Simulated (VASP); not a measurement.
VASP ran on this input.

KPOINTS:
```
Automatic mesh
0
gamma
 16 16 16
0 0 0
```

INCAR:
```
SYSTEM = Fe
PREC = Accurate
ENCUT = 400
EDIFF = 1E-6
NELM = 100
ALGO = Normal
LREAL = .FALSE.
LASPH = .TRUE.
ISMEAR = 1
SIGMA = 0.1
GGA = PE
LMAXMIX = 4
ISPIN = 2
MAGMOM = 2.5
LORBIT = 10
LWAVE = .FALSE.
LCHARG = .FALSE.
ISIF = 2
```

File POSCAR:
```
Fe
1.0
 -1.4350000000   1.4350000000   1.4350000000
  1.4350000000  -1.4350000000   1.4350000000
  1.4350000000   1.4350000000  -1.4350000000
Fe
1
Cartesian
  0.0000000000   0.0000000000   0.0000000000
```

POTCAR, in this order: Fe (PBE.64 set). Program: vasp_std.

Question: Translate this PBE calculation to Quantum ESPRESSO's pw.x.

Answer: One equivalent input (not run):
```
&CONTROL
  calculation = 'scf'
  pseudo_dir = './pseudo'
  outdir = './out'
  tprnfor = .true.
  tstress = .true.
/
&SYSTEM
  ibrav = 0
  nat = 1
  ntyp = 1
  ecutwfc = 90
  occupations = 'smearing'
  smearing = 'methfessel-paxton'
  degauss = 0.00735
  input_dft = 'pbe'
  nspin = 2
  starting_magnetization(1) = 0.25
/
&ELECTRONS
  conv_thr = 7.3e-08
  electron_maxstep = 100
/
ATOMIC_SPECIES
  Fe 55.845 Fe.upf
CELL_PARAMETERS angstrom
    -1.4350000    1.4350000    1.4350000
     1.4350000   -1.4350000    1.4350000
     1.4350000    1.4350000   -1.4350000
ATOMIC_POSITIONS crystal
  Fe   0.0000000  0.0000000  0.0000000
K_POINTS automatic
  16 16 16 0 0 0
```
The two are equivalent in intent, not identical: the potentials are each code's own (VASP's PAW set, PseudoDojo norm-conserving files in pw.x), so ENCUT and ecutwfc are chosen apart and not converted; conv_thr bounds pw.x's estimated SCF error, while EDIFF bounds the energy change between steps; starting_magnetization is a fraction of the valence charge and MAGMOM a moment in μB, so they match only roughly.

The compound is Fe in the bcc structure. The cell was not relaxed at this level.
